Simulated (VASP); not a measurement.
Ga3BSb2:

```
Ga B Sb
1.0
     6.33018    0.00000    0.00000
    -3.16509    5.48210    0.00000
     0.00000    0.00000    3.48543
Ga B Sb
3 1 2
Direct
  0.50000 0.00000 0.50000
  0.50000 0.50000 0.50000
  0.00000 0.50000 0.50000
  0.00000 0.00000 0.00000
  0.33333 0.66667 0.00000
  0.66667 0.33333 0.00000
```

The cell was built by a generator and needn't be a form met in nature.

| Item | Value |
| --- | --- |
| Program | VASP 6.6.1 |
| Task | relaxation of cell and atoms |
| Functional | PBE |
| Potentials or basis | VASP PAW PBE potentials, release 64 (Ga_d, B, Sb) |
| Cutoff | 520 eV |
| k mesh | 3 × 3 × 5 |
| Occupations | gaussian, width 0.15 eV |
| Spin | no spin polarisation |

At the start: pressure 25.9 GPa; volume 20.16 Å³/atom.

**Question.** Where does the relaxation end?

**Answer.** Over 22 steps the energy falls by 773.1 meV/atom and the volume is 22.67 Å³/atom (+12.4 %); space group P6/mmm (No. 191, to 0.05 Å).

Step by step:
| step | energy change (eV) | largest force (eV/Å) | pressure (GPa) | volume (Å³) |
| --- | --- | --- | --- | --- |
| 1 | 0.0000 | 0.0000 | 25.91 | 120.95 |
| 2 | -2.9099 | 0.0000 | -3.42 | 187.00 |
| 3 | -3.1051 | 0.0000 | 0.11 | 166.85 |
| 4 | -3.1096 | 0.0000 | -0.88 | 169.60 |
| 5 | -3.1091 | 0.0000 | -0.17 | 168.44 |
| 6 | -3.1592 | 0.0000 | -0.26 | 167.09 |
| 7 | -3.1937 | 0.0000 | -0.38 | 165.42 |
| 8 | -3.2477 | 0.0000 | -0.74 | 161.85 |
| 9 | -3.4546 | 0.0000 | -0.88 | 153.76 |
| 10 | -4.2814 | 0.0000 | 0.49 | 134.54 |
| 11 | 12.1170 | 0.0000 | 88.91 | 88.98 |
| 12 | -0.1983 | 0.0000 | 1.59 | 133.59 |
| 13 | -2.4365 | 0.0000 | 17.29 | 111.93 |
| 14 | -4.3961 | 0.0000 | 2.37 | 130.40 |
| 15 | -4.0854 | 0.0000 | 10.87 | 119.94 |
| 16 | -4.4628 | 0.0000 | 4.84 | 126.95 |
| 17 | -4.3027 | 0.0000 | 7.87 | 122.55 |
| 18 | -4.4429 | 0.0000 | 6.08 | 125.40 |
| 19 | -4.6275 | 0.0000 | 1.14 | 133.69 |
| 20 | -4.6386 | 0.0000 | -0.35 | 136.23 |
| 21 | -4.6378 | 0.0000 | 0.50 | 135.70 |
| 22 | -4.6384 | 0.0000 | -0.24 | 136.01 |

Final structure:
```
CELL_PARAMETERS angstrom
5.31345 0.00000 0.00000
-2.65672 4.60158 0.00000
0.00000 0.00000 5.56283
ATOMIC_POSITIONS crystal
Ga 0.50000 0.00000 0.50000
Ga 0.50000 0.50000 0.50000
Ga 0.00000 0.50000 0.50000
B 0.00000 0.00000 0.00000
Sb 0.33333 0.66667 0.00000
Sb 0.66667 0.33333 0.00000
```

Caveat: the k mesh is coarse (spacing up to 0.38 Å⁻¹), so the values aren't converged.
